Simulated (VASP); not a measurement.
Input:

```xyz
5
Lattice="4.0081 0.0000 0.0000 0.0000 4.0081 0.0000 0.0000 0.0000 4.0081" Properties=species:S:1:pos:R:3 pbc="T T T"
K      0.0000     0.0000     0.0000
Mg     2.0040     2.0040     2.0040
F      2.0040     0.0000     2.0040
F      0.0000     2.0040     2.0040
F      2.0040     2.0040     0.0000
```

Level of theory: AM05 GGA, VASP's PBE PAW potentials (set 64) (plane waves; VASP). Numerical set-up: 520 eV cut-off, Gaussian smearing of 0.050 eV, potentials K_sv Mg F.

Question: Give the energies of bands 8 to 17 at the high-symmetry points, in eV from the valence-band maximum.

Answer: 
| band | Γ | X | M | R |
|---|---|---|---|---|
| 8 | -2.40 | -2.27 | -3.08 | -3.86 |
| 9 | -2.40 | -2.27 | -2.11 | -1.65 |
| 10 | -2.40 | -2.16 | -1.87 | -1.65 |
| 11 | -0.61 | -1.42 | -1.12 | -1.65 |
| 12 | -0.61 | -0.85 | -1.02 | -1.11 |
| 13 | -0.61 | -0.85 | -1.02 | -1.11 |
| 14 | -0.32 | -0.85 | -0.88 | 0.00 |
| 15 | -0.32 | -0.52 | -0.88 | 0.00 |
| 16 | -0.32 | -0.52 | -0.02 | 0.00 |
| 17 | 7.18 | 10.01 | 10.79 | 10.34 |

The gap is indirect, 7.19 eV, from the valence maximum at R to the conduction minimum at Γ.

Measured: gap 12.40 eV (computed value off by -5.21 eV), as given by M. Sahnoun et al., Materials Chemistry and Physics (2004), doi:10.1016/j.matchemphys.2004.11.019.

The compound is KMgF3 in the cubic perovskite structure. It was relaxed first.
